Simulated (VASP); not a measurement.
Write the native input for VASP 6.6.1 that does the following.

```yaml
Task: electrostatic potential
Functional: PBE
Dispersion: D4
Potentials_or_basis: VASP PAW PBE potentials, release 64 (Pt)
Cutoff: 520 eV
k_mesh: 18 × 18 × 18
Occupations: methfessel-paxton, width 0.1 eV
Spin: no spin polarisation
Further_INCAR_settings: ALGO = Normal; EDIFF = 1e-07
```

The structure of Pt lies in POSCAR:

```
Pt                                      
1.0
    0.0000000000      1.9654995518      1.9654995518
    1.9654995518      0.0000000000      1.9654995518
    1.9654995518      1.9654995518      0.0000000000
  Pt            
     1
Direct
     0.0000000000000000    0.0000000000000000    0.0000000000000000
```

The cell was built by a generator and needn't be a form met in nature.

These files were run (other wordings do the same):

INCAR

```
PREC = Accurate
ENCUT = 520
EDIFF = 1E-7
ISMEAR = 1
SIGMA = 0.1
LREAL = F
LASPH = T
NELM = 60
ALGO = Normal
ISIF = 2
LWAVE = F
LCHARG = T
GGA = PE
IVDW = 13
LVHAR = T
```

KPOINTS

```
Automatic mesh
0
Gamma
  18 18 18
```

Potentials or basis: VASP PAW PBE potentials, release 64 (Pt).

Command:

```bash
$ cat potpaw_PBE.64/Pt/POTCAR > POTCAR
$ mpirun -np 1 vasp_std > vasp.out
```

Results of the run:

- Pressure: -0.1 GPa
- Band gap on the k mesh: none (metal or under the smearing width)
- Dispersion energy per atom: -0.768 eV

Caveat: pairwise dispersion overbinds metals, which lowers pressure and volume.

It took 18 s on 1 thread of Intel(R) Xeon(R) Platinum 8259CL CPU @ 2.50GHz (Skylake/Cascade Lake), on a shared host, peak memory 0.17 GiB.
